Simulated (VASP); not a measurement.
VASP ran on this input.

KPOINTS:
```
Automatic mesh
0
Gamma
7 7 7
0 0 0
```

### INCAR
```
SYSTEM = Pt3Ti
PREC = Accurate
ENCUT = 520
EDIFF = 1E-6
NELM = 100
ALGO = Normal
LREAL = .FALSE.
LASPH = .TRUE.
ISMEAR = 1
SIGMA = 0.1
GGA = MK
PARAM1 = 0.1234568
PARAM2 = 0.7114
ZAB_VDW = -1.8867
LUSE_VDW = .TRUE.
AGGAC = 0.0
LMAXMIX = 6
LWAVE = .FALSE.
LCHARG = .FALSE.
IBRION = 2
ISIF = 3
NSW = 60
EDIFFG = -0.02
```

POSCAR:
```
Pt3Ti
1
    3.8984325567     0.0000000000     0.0000000000
   -0.0000000000     3.8984325567     0.0000000000
   -0.0000000000     0.0000000000     3.8984325567
Ti Pt
1 3
Direct
  0.0000000000   0.0000000000   0.0000000000
  0.0000000000   0.5000000000   0.5000000000
  0.5000000000   0.0000000000   0.5000000000
  0.5000000000   0.5000000000   0.0000000000
```

POTCAR, in this order: Ti_sv Pt (PBE.64 set). Program: vasp_std.

### Question
Translate this rev-vdW-DF2 calculation to Quantum ESPRESSO's pw.x.

### Answer
One equivalent input (not run):
```
&CONTROL
  calculation = 'vc-relax'
  pseudo_dir = './pseudo'
  outdir = './out'
  tprnfor = .true.
  tstress = .true.
  nstep = 60
  forc_conv_thr = 0.00078
/
&SYSTEM
  ibrav = 0
  nat = 4
  ntyp = 2
  ecutwfc = 84
  occupations = 'smearing'
  smearing = 'methfessel-paxton'
  degauss = 0.00735
  input_dft = 'vdw-df2-b86r'
/
&ELECTRONS
  conv_thr = 7.3e-08
  electron_maxstep = 100
/
&IONS
/
&CELL
/
ATOMIC_SPECIES
  Ti 47.867 Ti.upf
  Pt 195.084 Pt.upf
CELL_PARAMETERS angstrom
     3.8984326    0.0000000    0.0000000
    -0.0000000    3.8984326    0.0000000
    -0.0000000    0.0000000    3.8984326
ATOMIC_POSITIONS crystal
  Ti   0.0000000  0.0000000  0.0000000
  Pt   0.0000000  0.5000000  0.5000000
  Pt   0.5000000  0.0000000  0.5000000
  Pt   0.5000000  0.5000000  0.0000000
K_POINTS automatic
  7 7 7 0 0 0
```
Limits of the translation: the potentials are each code's own (VASP's PAW set, PseudoDojo norm-conserving files in pw.x), so ENCUT and ecutwfc are chosen apart and not converted; conv_thr bounds pw.x's estimated SCF error, while EDIFF bounds the energy change between steps; forc_conv_thr acts on force components and is met together with etot_conv_thr.

The compound is Pt3Ti in the L1_2 structure. This run relaxes it. Symmetry was kept, so distortions that lower it aren't found.
